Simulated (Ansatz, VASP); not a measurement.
## Two plane-wave programs on B3Ir

```
B Ir
1.0
     3.23569    0.00000    0.00000
     0.00000    3.23569    0.00000
     0.00000    0.00000    3.23569
B Ir
3 1
Direct
  0.00000 0.50000 0.50000
  0.50000 0.00000 0.50000
  0.50000 0.50000 0.00000
  0.00000 0.00000 0.00000
```

Alike in both runs: functional PBE; k mesh 14 × 14 × 14; occupations gaussian, width 0.1 eV; no spin polarisation.

Ansatz relaxed the structure, and its values are those at the end. VASP's run is a single point on that final structure, the one shown.

|  | VASP | Ansatz |
| --- | --- | --- |
| version | VASP 6.6.1 | Ansatz 0.2.0 |
| potentials or method | VASP PAW PBE potentials, release 64 (B, Ir) | scalar-relativistic, plane waves, PAW |
| plane-wave cutoff (eV) | 520 | 420 |
| valence electrons in the cell | 18 | 26 |

Ansatz gave:

| Item | Value |
| --- | --- |
| gap on the k mesh at the Fermi level (eV) | none |
| pressure (GPa) | 0.0 |

**Question.** Estimate VASP's values.

**Answer.** gap on the k mesh at the Fermi level (eV): none; pressure (GPa): 0.9.

A gap of «none» marks a metal or a gap that the smearing closes. The functional is the same, so the differences come from potentials, cutoffs and numerics. The two sets of potentials don't hold the same shells in valence.

Spin-orbit coupling is left out, which matters for the levels of Ir.
